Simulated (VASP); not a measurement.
Level of theory: PBEsol GGA, VASP's PBE PAW potentials (set 64) (plane waves; VASP).

VASP input:

KPOINTS:
```
Automatic mesh
0
Gamma
12 12 10
0 0 0
```

INCAR:
```
# general
SYSTEM   =  TiB2
PREC     =  Accurate
ENCUT    =  620
LREAL    =  .False.
LASPH    =  .True.

# electronic loop
EDIFF    =  1E-6
NELM     =  100
ALGO     =  Normal
LMAXMIX  =  4

# smearing
ISMEAR   =  1
SIGMA    =  0.1

# functional
GGA      =  PS

# ions
IBRION   =  2
NSW      =  40
ISIF     =  3
EDIFFG   =  -0.02
PSTRESS  =  450

# output
LWAVE    =  .False.
LCHARG   =  .False.
```

File POSCAR:
```
TiB2
1
    1.4518665598    -2.5147066911    -0.0000000000
    1.4518665598     2.5147066911     0.0000000000
    0.0000000000     0.0000000000     3.0129132078
Ti B
1 2
Direct
  0.0000000000   0.0000000000   1.0000000000
  0.3333330000   0.6666670000   0.5000000000
  0.6666670000   0.3333330000   0.5000000000
```

POTCAR, in this order: Ti_sv B (PBE.64 set). Program: vasp_std.

What VASP printed:

**OUTCAR**
```
 ion  position               nearest neighbor table
   1  0.000  0.000  0.000-   2 2.25   3 2.25   2 2.25   3 2.25   3 2.25   3 2.25   2 2.25   2 2.25
                             3 2.25   3 2.25   2 2.25   2 2.25
   2  0.333  0.667  0.500-   3 1.68   3 1.68   3 1.68   1 2.25   1 2.25   1 2.25   1 2.25   1 2.25
                             1 2.25
   3  0.667  0.333  0.500-   2 1.68   2 1.68   2 1.68   1 2.25   1 2.25   1 2.25   1 2.25   1 2.25
                             1 2.25
  LATTYP: Found a hexagonal cell.
 ALAT       =     2.9037331575
 C/A-ratio  =     1.0375998910
 Subroutine PRICEL returns:
 Original cell was already a primitive cell.
 Subroutine GETGRP returns: Found 24 space group operations
The static configuration has the point symmetry D_6h.
The dynamic configuration has the point symmetry D_6h.
 Subroutine INISYM returns: Found 24 space group operations
 Subroutine IBZKPT returns following result:
 Found    114 irreducible k-points:

 Following reciprocal coordinates:
            Coordinates               Weight
  0.000000  0.000000  0.000000      1.000000
  0.083333  0.000000  0.000000      6.000000
  0.166667  0.000000  0.000000      6.000000
  0.250000  0.000000  0.000000      6.000000
  0.333333  0.000000  0.000000      6.000000
  0.416667  0.000000  0.000000      6.000000
  0.500000  0.000000  0.000000      3.000000
  0.083333  0.083333  0.000000      6.000000
  0.166667  0.083333  0.000000     12.000000
  0.250000  0.083333  0.000000     12.000000
  0.333333  0.083333  0.000000     12.000000
  0.416667  0.083333  0.000000     12.000000
  0.166667  0.166667  0.000000      6.000000
  0.250000  0.166667  0.000000     12.000000
  0.333333  0.166667  0.000000     12.000000
  0.416667  0.166667  0.000000      6.000000
  0.250000  0.250000  0.000000      6.000000
  0.333333  0.250000  0.000000     12.000000
  0.333333  0.333333  0.000000      2.000000
...
```

**OSZICAR**
```
       N       E                     dE             d eps       ncg     rms          rms(c)
DAV:   1     0.141164464712E+03    0.14116E+03   -0.10490E+04  2964   0.185E+03
DAV:   2    -0.202600107259E+02   -0.16142E+03   -0.15757E+03  3049   0.434E+02
DAV:   3    -0.301638171497E+02   -0.99038E+01   -0.97242E+01  4176   0.999E+01
DAV:   4    -0.305460731683E+02   -0.38226E+00   -0.38185E+00  3870   0.179E+01
DAV:   5    -0.305560119328E+02   -0.99388E-02   -0.99384E-02  4105   0.250E+00    0.217E+01
DAV:   6    -0.253169900191E+02    0.52390E+01   -0.22712E+01  3875   0.642E+01    0.543E+00
DAV:   7    -0.253766729478E+02   -0.59683E-01   -0.11962E+00  3214   0.128E+01    0.449E+00
DAV:   8    -0.253963854500E+02   -0.19713E-01   -0.15547E-01  4432   0.354E+00    0.482E-01
DAV:   9    -0.253930967143E+02    0.32887E-02   -0.20173E-02  3704   0.174E+00    0.196E-01
DAV:  10    -0.253929644803E+02    0.13223E-03   -0.38094E-03  3523   0.101E+00    0.189E-01
DAV:  11    -0.253927946779E+02    0.16980E-03   -0.41750E-04  3972   0.270E-01    0.463E-02
DAV:  12    -0.253927927951E+02    0.18827E-05   -0.32877E-05  3753   0.686E-02    0.674E-03
DAV:  13    -0.253927930015E+02   -0.20632E-06   -0.52957E-06  3446   0.319E-02
   1 F= -.19213588E+02 E0= -.19213630E+02  d E =-.192136E+02
```

### OUTCAR
```
------------------------ aborting loop because EDIFF is reached ----------------------------------------
  FORCE on cell =-STRESS in cart. coord.  units (eV):
  Direction    XX          YY          ZZ          XY          YZ          ZX
  --------------------------------------------------------------------------------------
  Total        6.2277682      6.2277685      6.2334343      0.0000000      0.0000000     -0.0000000
  in kB      453.5366298    453.5366455    453.9492574      0.0000000      0.0000000     -0.0000000
  external PRESSURE =       3.6741776 kB  Pullay stress =     450.0000000 kB
  volume of cell :       22.00
      direct lattice vectors                 reciprocal lattice vectors
     1.451866560 -2.514706691  0.000000000     0.344384266 -0.198830345  0.000000000
     1.451866560  2.514706691  0.000000000     0.344384266  0.198830345  0.000000000
     0.000000000  0.000000000  3.012913208     0.000000000  0.000000000  0.331904682
 POSITION                                       TOTAL-FORCE (eV/Angst)
 -----------------------------------------------------------------------------------
      0.00000      0.00000      0.00000        -0.000000      0.000000      0.000000
      1.45187      0.83824      1.50646        -0.000000      0.000000      0.000000
      1.45187     -0.83824      1.50646         0.000000     -0.000000      0.000000
 -----------------------------------------------------------------------------------
    total drift:                                0.000000      0.000000      0.000000
  FREE ENERGIE OF THE ION-ELECTRON SYSTEM (eV)
  ---------------------------------------------------
  free  energy   TOTEN  =       -25.3927930015 eV

  energy  without entropy=      -25.3929196287  energy(sigma->0) =      -25.39283521
  enthalpy is  TOTEN    =       -19.2135882208 eV   P V=        6.1792047806

 reached required accuracy - stopping structural energy minimisation
```
(Selected blocks of OUTCAR.)

The compound is TiB2 in the AlB2 type structure. It was relaxed first under an external pressure of 45 GPa.
